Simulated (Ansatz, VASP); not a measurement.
# PdPt2 (Pt-Pd-Pt stack, (100) layers) in two plane-wave programs, part 2 of 2

One calculation is typed for both programs; each brings its own data sets. How far apart do they land? Of the first pair: The structure shown is the start of the Ansatz relaxation below; VASP solves that cell, so the two are compared at the walk's first step.

VASP 6.6.1 and Ansatz 0.2.0.

So far: Set-up; Ansatz: relaxation, PBE; VASP: single point, PBE, start cell, pair 1.

## (3) VASP: single point, PBE, start cell, pair 1 (continued)

Level of this step: PBE; plane waves and PAW (Pt, Pd) (VASP).

Numbers of over 12 decimals in the logs are rounded to 6 here.

Parts of OUTCAR (step 3):

```text
ion  position               nearest neighbor table
   1  0.000  0.000  0.174-   3 2.75   3 2.75   3 2.75   3 2.75
   2  0.000  0.000  0.297-   3 2.75   3 2.75   3 2.75   3 2.75
   3  0.500  0.500  0.236-   2 2.75   2 2.75   2 2.75   2 2.75   1 2.75   1 2.75   1 2.75   1 2.75

  LATTYP: Found a simple tetragonal cell.
 ALAT       =     2.7506500000
 C/A-ratio  =    11.4809226910

 Subroutine GETGRP returns: Found 16 space group operations
 (whereof  8 operations were pure point group operations)

The static configuration has the point symmetry C_4v.
 The point group associated with its full space group is D_4h.

 Found     21 irreducible k-points:

   k-points           NKPTS =     21   k-points in BZ     NKDIM =     21   number of bands    NBANDS=     21

   dimension x,y,z NGX =    18 NGY =   18 NGZ =  210
   dimension x,y,z NGXF=    36 NGYF=   36 NGZF=  420

   ENCUT  =  400.0 eV  29.40 Ry    5.42 a.u.   4.49  4.49 51.50*2*pi/ulx,y,z

   NELECT =      30.0000    total number of electrons

 k-points in reciprocal lattice and weights: Automatic mesh
   0.00000000  0.00000000  0.00000000       0.010
   0.10000000  0.00000000  0.00000000       0.040
   0.20000000  0.00000000  0.00000000       0.040
   0.30000000  0.00000000  0.00000000       0.040
   0.40000000  0.00000000  0.00000000       0.040
   0.50000000  0.00000000  0.00000000       0.020
   0.10000000  0.10000000  0.00000000       0.040
   0.20000000  0.10000000  0.00000000       0.080
   0.30000000  0.10000000  0.00000000       0.080
[...]
0.50000000  0.40000000  0.00000000       0.040
   0.50000000  0.50000000  0.00000000       0.010

 dipolmoment           0.000000      0.000000      0.000000 electrons x Angstroem

 average (electrostatic) potential at core
       1 -76.0343       2 -76.0343       3 -83.2532

 E-fermi :  -2.6151

 k-point     1 :       0.0000    0.0000    0.0000
  band No.  band energies     occupation
    ...
     10      -4.3185      2.00000
     11      -3.7666      2.00000
     12      -3.5965      2.00000
     13      -3.5965      2.00000
     14      -2.6845      1.67362
     15      -2.5251      0.20335
     16      -2.4742      0.04640
     17      -2.4742      0.04640
     18      -2.4350      0.01086
     19      -0.3907      0.00000
    ...

 k-point     2 :       0.1000    0.0000    0.0000
  band No.  band energies     occupation
    ...
     12      -3.9882      2.00000
     13      -3.3695      2.00000
     14      -3.0602      2.00000
     15      -2.9496      2.00000
     16      -2.5954      0.78099
     17      -2.3768      0.00075
     18      -1.9183      0.00000
     19       0.3716      0.00000
     20       3.0717      0.00000
     21       3.2410      0.00000

 k-point     3 :       0.2000    0.0000    0.0000
  band No.  band energies     occupation
    ...
     12      -3.9656      2.00000
     13      -3.5114      2.00000
     14      -3.4042      2.00000
     15      -3.3280      2.00000
     16      -2.7778      1.97859
     17      -2.3922      0.00162
     18      -0.9522      0.00000
     19       1.6966      0.00000
     20       3.6559      0.00000
     21       4.0122      0.00000

  Total       -2.0153991     -2.0153991      0.7509622      0.0000000     -0.0000000     -0.0000000
  in kB      -13.5141535    -13.5141535      5.0355381      0.0000000     -0.0000000     -0.0000000
  external PRESSURE =      -7.3309229 kB  Pullay stress =       0.0000000 kB

  energy-cutoff  :      400.00
  volume of cell :      238.94
      direct lattice vectors                 reciprocal lattice vectors
     2.750650000  0.000000000  0.000000000     0.363550434  0.000000000  0.000000000
     0.000000000  2.750650000  0.000000000     0.000000000  0.363550434  0.000000000
     0.000000000  0.000000000 31.580000000     0.000000000  0.000000000  0.031665611

 POSITION                                       TOTAL-FORCE (eV/Angst)
 -----------------------------------------------------------------------------------
      0.00000      0.00000      5.50000         0.000000     -0.000000     -0.214912
      0.00000      0.00000      9.39000         0.000000     -0.000000      0.214912
      1.37532      1.37532      7.44500        -0.000000      0.000000     -0.000000
 -----------------------------------------------------------------------------------
    total drift:                                0.000000      0.000000      0.000015

  FREE ENERGIE OF THE ION-ELECTRON SYSTEM (eV)
  ---------------------------------------------------
  free  energy   TOTEN  =       -15.8110215775 eV

  energy  without entropy=      -15.7780551900  energy(sigma->0) =      -15.79453838

 vacuum level on the upper side and lower side of the slab         3.063         3.063

 total charge
# of ion       s       p       d       tot
------------------------------------------
    1        0.648   0.387   8.036   9.072
    2        0.648   0.387   8.036   9.072
    3        0.466   0.540   8.466   9.472
--------------------------------------------------
tot          1.763   1.315  24.537  27.615

[... 3 further parts left out ...]
```

The run ends at a pressure of -0.73 GPa, with forces up to 0.21 eV/Å.

## (4) Comparison

Known differences besides the potentials themselves: Ansatz cuts the interaction across the vacuum, VASP repeats the sheet with a dipole correction (LDIPOL); the data sets hold 54 valence electrons in Ansatz (on its PAW soft_1 files) and 30 in VASP; the cutoff is 420 eV in Ansatz and 400 eV in VASP. Total energies have different zeros and are not compared.

Forces (eV/Å; atoms numbered as in POSCAR):

```
atom        Ansatz x, y, z          VASP x, y, z
 Pt1  0.000, 0.000, -0.229  0.000, 0.000, -0.215
 Pt2   0.000, 0.000, 0.229   0.000, 0.000, 0.215
 Pd3   0.000, 0.000, 0.000   0.000, 0.000, 0.000
```

The forces differ by 6.4 meV/Å r.m.s., which is 6.3 % of the r.m.s. force of 0.101 eV/Å (both taken over all components). Where the cell holds vacuum, a pressure given here is an average over it and none of the material.

## (5) Ansatz: relaxation, PBE

This run makes the geometry at which the two programs are then compared.

The structure compared here is the end of the Ansatz relaxation.

This is the run of step 2 again, met here at its other cell.

## (6) VASP: single point, PBE, relaxed cell, pair 2

The same cell, functional, mesh and smearing now go to VASP, with its own data sets.

INCAR

```
SYSTEM = PdPt2
PREC = Accurate
ENCUT = 400
EDIFF = 1E-06
NELM = 120
ISMEAR = 0
SIGMA = 0.1
LREAL = .FALSE.
ALGO = Normal
GGA = PE
NBANDS = 21
LASPH = .TRUE.
LORBIT = 11
LWAVE = .FALSE.
LCHARG = .FALSE.
ISIF = 2
LDIPOL = .TRUE.
IDIPOL = 3
DIPOL = 0.5 0.5 0.236
LVHAR = .TRUE.
GGA_COMPAT = .FALSE.
NELMDL = -8
KPAR = 2
```

POSCAR

```
PdPt2
1.0
    2.6655786947      0.0000000000      0.0000000000
    0.0000000000      2.6655786947      0.0000000000
    0.0000000000      0.0000000000     31.5799999848
Pt Pd
2 1
Direct
    0.0000000000      0.0000000000      0.1700573370
    0.0000000000      0.0000000000      0.3014436132
    0.5000000000      0.5000000000      0.2357504751
```

KPOINTS

```
Automatic mesh
0
Gamma
10 10 1
0 0 0
```

The projector-augmented-wave data sets are Pt and Pd (PBE family, release 64).

Run with:

```bash
$ mpirun -np 2 vasp_std
```

The log of the run:

```text
[... set-up lines as in an earlier step ...]
 entering main loop
       N       E                     dE             d eps       ncg     rms          rms(c)
DAV:   1     0.185912509026E+03    0.18591E+03   -0.10100E+04   898   0.904E+02
DAV:   2    -0.685082428272E+01   -0.19276E+03   -0.18316E+03  1307   0.203E+02
DAV:   3    -0.167856599954E+02   -0.99348E+01   -0.95076E+01  1065   0.509E+01
DAV:   4    -0.169489131083E+02   -0.16325E+00   -0.16226E+00  1165   0.695E+00
[...]
DAV:  23    -0.159058569050E+02   -0.60708E-05   -0.27169E-07   627   0.393E-03    0.121E-03
DAV:  24    -0.159058604339E+02   -0.35289E-05   -0.20845E-07   629   0.376E-03    0.472E-04
DAV:  25    -0.159058613242E+02   -0.89035E-06   -0.40539E-08   616   0.675E-04
   1 F= -.15905861E+02 E0= -.15886940E+02  d E =-.378427E-01
```

Parts of OUTCAR (step 6):

```text
  Total       -0.1676735     -0.1676735     -0.1218175      0.0000000     -0.0000000      0.0000000
  in kB       -1.1972362     -1.1972362     -0.8698117      0.0000000     -0.0000000      0.0000000
  external PRESSURE =      -1.0880947 kB  Pullay stress =       0.0000000 kB

 POSITION                                       TOTAL-FORCE (eV/Angst)
 -----------------------------------------------------------------------------------
      0.00000      0.00000      5.37041        -0.000000      0.000000      0.010214
      0.00000      0.00000      9.51959         0.000000      0.000000     -0.010214
      1.33279      1.33279      7.44500         0.000000      0.000000     -0.000000
 -----------------------------------------------------------------------------------
    total drift:                                0.000000      0.000000     -0.000004

  FREE ENERGIE OF THE ION-ELECTRON SYSTEM (eV)
  ---------------------------------------------------
  free  energy   TOTEN  =       -15.9058613242 eV

  energy  without entropy=      -15.8680186251  energy(sigma->0) =      -15.88693997

[... 1 part as in an earlier step ...]

[... 2 further parts left out ...]
[key lines of the parts left out:]
E-fermi :  -2.5053
```

The run ends at a pressure of -0.11 GPa, with forces up to 0.010 eV/Å.

## (7) Comparison

What differs besides the data sets and the points named for the pairs above, as far as they apply: the data sets hold 54 valence electrons in Ansatz (on its PAW soft_1 files) and 30 in VASP. Total energies have different zeros and are not compared.

The largest component of a force difference here is 10 meV/Å. Where the cell holds vacuum, a pressure given here is an average over it and none of the material.

## (8) What came out

```
r.m.s. force difference (single point, PBE, start cell, pair 1)   : 6.4 meV/Å
r.m.s. force difference (single point, PBE, relaxed cell, pair 2) : 4.8 meV/Å
```

**Reading.** The r.m.s. force difference is 6.4 meV/Å (single point, PBE, start cell, pair 1), within the 12 meV/Å picked in this series as the mark of a large difference. The data sets hold unlike numbers of valence electrons (54 in Ansatz and 30 in VASP), so part of the differences may come from the potentials. Such differences can come from data sets, numerical settings and the points named under the comparisons, not from the functional's error against experiment.

[Lines on the potential files, build, host, timing and source positions are cut from VASP's logs without a mark.]

[Logs are printed without paths, hosts, clocks, repeated set-up lines and the standing remarks that a program may print on its own settings, such as how far it seeks lower states.]

[Hosts, paths, dates, database ids (printed as entryN), source tags and the programs' standing remarks are cut or masked in the printed files.]
